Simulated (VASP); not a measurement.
## Lattice constant a of diamond and zinc-blende semiconductors: measurement against PBE

Computed values from VASP (plane waves, PAW); cells keep the symmetry of their structure type. Static lattice, each level at its own minimum.

Here x stands for PBE a and y for measured a.

```csv
solid,PBE a (Å),measured a (Å),cut-off (eV),basis of the measured value
C,3.574,3.553,520,"0 K, zero-point corrected"
SiC,4.380,4.346,520,"0 K, zero-point corrected"
Si,5.469,5.421,520,"0 K, zero-point corrected"
InP,5.959,5.858,520,"0 K, zero-point corrected"
InAs,6.190,6.047,520,"0 K, zero-point corrected"
InSb,6.635,?,520,"0 K, zero-point corrected"
```

Problem. Using a straight line, estimate the missing y at x = 6.635 from the other rows, showing the fit.

Solution. With u = x - 5.1, the rows have u = -1.5260, -0.7200, 0.3690, 0.8590, 1.0900. Means: u 0.014400, y 5.0450. About the means, the sum of products is 4.7094 and the sum of squares of u is 4.9082; the slope is their ratio. Least squares gives y = 5.0312 + 0.95949·u. Residuals (row less fit): -0.0140, 0.0056, 0.0357, 0.0026, -0.0300; standard error 0.0284 (degrees of freedom: 3). The slope is 0.959 with a standard error of 0.013. Before the fit, PBE less measured has mean 0.0694, mean absolute 0.0694 and median absolute 0.0480 Å over these 5 rows. At the withheld row, u = 1.5350, so y = 5.0312 + 0.95949 × 1.5350 = 6.5040 Å. The measured value is 6.468 Å, 0.0360 Å below the prediction (1.2 % of the range of y in the table). The row lies outside the fitted rows, so this is an extrapolation. From the scatter of the fitted rows alone, a prediction at this place has a standard error of 0.0367 Å, so the miss is 1.0 times that.

Plain PBE misses this row by 0.167 Å. The rows are a random draw of 6 from the 13 solids that have both values on this basis (zero-point corrected by the source), of 26 computed in this series. Not drawn: V to Ni and open 4f shells, rows kept for tests, unfit runs, cells that left their space group, values derived or compiled from fits, values whose temperature is given only as extrapolated, encyclopaedia, home-page and unnamed sources, sources from 2025 on. Measured values as quoted by these papers, many of them computational: C Daniel Mejia-Rodriguez et al., Physical Review B (2018), arXiv:1807.09216; SiC Daniel Mejia-Rodriguez et al., Physical Review B (2018), arXiv:1807.09216; Si Daniel Mejia-Rodriguez et al., Physical Review B (2018), arXiv:1807.09216; InP Daniel Mejia-Rodriguez et al., Physical Review B (2018), arXiv:1807.09216; InAs Daniel Mejia-Rodriguez et al., Physical Review B (2018), arXiv:1807.09216; InSb Daniel Mejia-Rodriguez et al., Physical Review B (2018), arXiv:1807.09216.
